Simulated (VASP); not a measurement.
A cell of TiC (rock salt) near equilibrium:

```
CELL_PARAMETERS angstrom
      0.00000     2.16628     2.16628
      2.16628     0.00000     2.16628
      2.16628     2.16628     0.00000
ATOMIC_POSITIONS crystal
  Ti 0.00000 0.00000 0.00000
  C  0.50000 0.50000 0.50000
```

Method: r2SCAN meta-GGA, VASP's PBE PAW potentials (set 64) (plane waves; VASP).

```
run               ΔE (meV/atom)    σxx    σyy    σzz  largest shear component, with its sign (GPa)  largest force (eV/Å)
----------------  -------------  -----  -----  -----  --------------------------------------------  --------------------
as it is                    0.0  -0.05  -0.05  -0.05                                          0.00                 0.000
after one change           22.4   2.92   0.29   0.29                                          0.00                 0.882
```
Stress is in GPa, positive when the cell is compressed.

**Question.** Name the change that produced these shifts.
(A) uniaxial strain of -1.5 % along y
(B) isotropic strain of +0.5 %
(C) atom 1 (Ti) moved by 0.100 Å along x
(D) atom 2 (C) moved by 0.050 Å along y

**Answer.** C, atom 1 (Ti) moved by 0.100 Å along x

The compound is TiC in the rock salt structure.
